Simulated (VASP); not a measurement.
Output of a VASP run:

OUTCAR:
```
 ion  position               nearest neighbor table
   1  0.000  0.000  0.000-
  LATTYP: Found a body centered cubic cell.
 ALAT       =     6.0039446680
 Subroutine PRICEL returns:
 Original cell was already a primitive cell.
 Subroutine GETGRP returns: Found 48 space group operations
The static configuration has the point symmetry O_h .
The dynamic configuration has the point symmetry O_h .
The overall configuration has the point symmetry O_h .
 Subroutine INISYM returns: Found 48 space group operations
 Subroutine IBZKPT returns following result:
 Found     29 irreducible k-points:

 Following reciprocal coordinates:
            Coordinates               Weight
  0.000000  0.000000  0.000000      1.000000
  0.125000  0.000000  0.000000     12.000000
  0.250000  0.000000  0.000000     12.000000
  0.375000  0.000000  0.000000     12.000000
  0.500000  0.000000  0.000000      6.000000
  0.125000  0.125000  0.000000     24.000000
  0.250000  0.125000  0.000000     48.000000
  0.375000  0.125000  0.000000     48.000000
  0.250000  0.250000  0.000000     24.000000
  0.375000  0.250000  0.000000     24.000000
  0.125000  0.125000  0.125000      8.000000
  0.250000  0.125000  0.125000     24.000000
  0.375000  0.125000  0.125000     12.000000
 -0.125000  0.125000  0.125000      6.000000
  0.250000  0.250000  0.125000     24.000000
 -0.250000  0.250000  0.125000     24.000000
 -0.375000  0.375000  0.125000     24.000000
 -0.250000  0.375000  0.125000     24.000000
  0.500000  0.500000  0.125000     12.000000
 -0.375000  0.500000  0.125000     48.000000
 -0.375000 -0.375000  0.125000      8.000000
  0.250000  0.250000  0.250000      2.000000
 -0.250000  0.250000  0.250000      6.000000
 -0.375000  0.375000  0.250000     24.000000
  0.500000  0.500000  0.250000     12.000000
 -0.375000  0.500000  0.250000     24.000000
 -0.375000  0.375000  0.375000      6.000000
  0.500000  0.500000  0.375000     12.000000
  0.500000  0.500000  0.500000      1.000000
   k-points           NKPTS =     29   k-points in BZ     NKDIM =     29   number of bands    NBANDS=     16
   number of dos      NEDOS =    301   number of ions     NIONS =      1
   total plane-waves  NPLWV =  46656
   dimension x,y,z NGX =    36 NGY =   36 NGZ =   36
   dimension x,y,z NGXF=    72 NGYF=   72 NGZF=   72
   ions per type =               1
   PREC   = accura    normal or accurate (medium, high low for compatibility)
   ISTART =      0    job   : 0-new  1-cont  2-samecut
   ICHARG =      2    charge: 1-file 2-atom 10-const
   ISPIN  =      1    spin polarized calculation?
   LNONCOLLINEAR =      T non collinear calculations
   LSORBIT =      T    spin-orbit coupling
   INIWAV =      1    electr: 0-lowe 1-rand  2-diag
   ENCUT  =  400.0 eV  29.40 Ry    5.42 a.u.   8.48  8.48  8.48*2*pi/ulx,y,z
   NELM   =    100;   NELMIN=  2; NELMDL= -5     # of ELM steps
   EDIFF  = 0.1E-05   stopping-criterion for ELM
   LREAL  =      F    real-space projection
   NLSPLINE    = F    spline interpolate recip. space projectors
   LMAXMIX     =    4 max onsite mixed and CHGCAR
   VOSKOWN=      0    Vosko Wilk Nusair interpolation
   EDIFFG = 0.1E-04   stopping-criterion for IOM
   NSW    =      0    number of steps for IOM
   NBLOCK =      1;   KBLOCK =      1    inner block; outer block
   IBRION =     -1    ionic relax: 0-MD 1-quasi-New 2-CG
   NFREE  =      0    steps in history (QN), initial steepest desc. (CG)
   ISIF   =      2    stress and relaxation
   ISYM   =      2    0-nonsym 1-usesym 2-fastsym
   TEIN   =    0.0    initial temperature
   TEBEG  =    0.0;   TEEND  =   0.0 temperature during run
   SMASS  =  -3.00    Nose mass-parameter (am)
   PSTRESS=    0.0 pullay stress
   NELECT =       9.0000    total number of electrons
   EFERMI =   0.00;   METHOD = LEGACY
   ISMEAR =     0;   SIGMA  =   0.05  broadening in eV -4-tet -1-fermi 0-gaus
   IALGO  =     38    algorithm
...
```

### OSZICAR
```
       N       E                     dE             d eps       ncg     rms          rms(c)
DAV:   1     0.581336837262E+02    0.58134E+02   -0.26165E+03   928   0.679E+02
DAV:   2     0.648787907201E+01   -0.51646E+02   -0.49632E+02  1400   0.139E+02
DAV:   3    -0.961300218417E+00   -0.74492E+01   -0.73708E+01  1184   0.542E+01
DAV:   4    -0.109985782157E+01   -0.13856E+00   -0.13854E+00  1272   0.914E+00
DAV:   5    -0.110083484604E+01   -0.97702E-03   -0.97701E-03  1208   0.759E-01    0.331E-01
DAV:   6    -0.110037328302E+01    0.46156E-03   -0.11299E-03  1280   0.223E-01    0.203E-01
DAV:   7    -0.110032353837E+01    0.49745E-04   -0.32209E-04  1112   0.122E-01    0.113E-01
DAV:   8    -0.110043916483E+01   -0.11563E-03   -0.10686E-03  1160   0.230E-01    0.240E-02
DAV:   9    -0.110047153037E+01   -0.32366E-04   -0.46511E-05  1088   0.507E-02    0.522E-03
DAV:  10    -0.110047286853E+01   -0.13382E-05   -0.47064E-06  1288   0.143E-02    0.235E-03
DAV:  11    -0.110047256496E+01    0.30357E-06   -0.49704E-07   856   0.469E-03
   1 F= -.11004726E+01 E0= -.10984038E+01  d E =-.413758E-02  mag=    -0.0000    -0.0000    -0.0000
       N       E                     dE             ncg
       N       E                     dE             ncg
```

OUTCAR:
```
------------------------ aborting loop because EDIFF is reached ----------------------------------------
  FORCE on cell =-STRESS in cart. coord.  units (eV):
  Direction    XX          YY          ZZ          XY          YZ          ZX
  --------------------------------------------------------------------------------------
  Total       -0.0053342     -0.0053342     -0.0053342     -0.0000000     -0.0000000     -0.0000000
  in kB       -0.0789776     -0.0789776     -0.0789776     -0.0000000     -0.0000000     -0.0000000
  external PRESSURE =      -0.0789776 kB  Pullay stress =       0.0000000 kB
  volume of cell :      108.21
      direct lattice vectors                 reciprocal lattice vectors
    -3.001972334  3.001972334  3.001972334     0.000000000  0.166557165  0.166557165
     3.001972334 -3.001972334  3.001972334     0.166557165  0.000000000  0.166557165
     3.001972334  3.001972334 -3.001972334     0.166557165  0.166557165  0.000000000
 POSITION                                       TOTAL-FORCE (eV/Angst)
 -----------------------------------------------------------------------------------
      0.00000      0.00000      0.00000         0.000000      0.000000      0.000000
 -----------------------------------------------------------------------------------
    total drift:                               -0.000000      0.000000     -0.000000
  FREE ENERGIE OF THE ION-ELECTRON SYSTEM (eV)
  ---------------------------------------------------
  free  energy   TOTEN  =        -1.1004725650 eV

  energy  without entropy=       -1.0963349862  energy(sigma->0) =       -1.09840378

 Ion:    1  E_soc:     -0.3282080
```
(Selected blocks of OUTCAR.)

File POSCAR:
```
Cs
1
   -3.0019723340     3.0019723340     3.0019723340
    3.0019723340    -3.0019723340     3.0019723340
    3.0019723340     3.0019723340    -3.0019723340
Cs
1
Direct
  0.0000000000   0.0000000000   0.0000000000
```

Question: Reconstruct the remaining input files.

Answer: Several could match; the one computed here: the input of the run itself, PBEsol GGA with spin-orbit coupling, plane waves, VASP's PBE PAW potentials (set 64).

### KPOINTS_OPT
```
k-points along high-symmetry lines
8
Line-mode
Reciprocal
  0.000000   0.000000   0.000000 ! GAMMA
  0.500000  -0.500000   0.500000 ! H

  0.500000  -0.500000   0.500000 ! H
 -0.000000   0.000000   0.500000 ! N

 -0.000000   0.000000   0.500000 ! N
  0.000000   0.000000   0.000000 ! GAMMA

  0.000000   0.000000   0.000000 ! GAMMA
  0.250000   0.250000   0.250000 ! P

  0.250000   0.250000   0.250000 ! P
  0.500000  -0.500000   0.500000 ! H

  0.250000   0.250000   0.250000 ! P
 -0.000000   0.000000   0.500000 ! N
```

**INCAR**
```
SYSTEM = Cs
PREC = Accurate
ENCUT = 400
EDIFF = 1E-6
NELM = 100
ALGO = Normal
LREAL = .FALSE.
LASPH = .TRUE.
ISMEAR = 0
SIGMA = 0.05
GGA = PS
LMAXMIX = 4
LWAVE = .FALSE.
LCHARG = .FALSE.
LSORBIT = .TRUE.
MAGMOM = 0 0 0
GGA_COMPAT = .FALSE.
```

File KPOINTS:
```
Automatic mesh
0
Gamma
8 8 8
0 0 0
```

POTCAR, in this order: Cs_sv (PBE.64 set). Program: vasp_ncl.

The compound is Cs in the bcc structure. It was relaxed first.
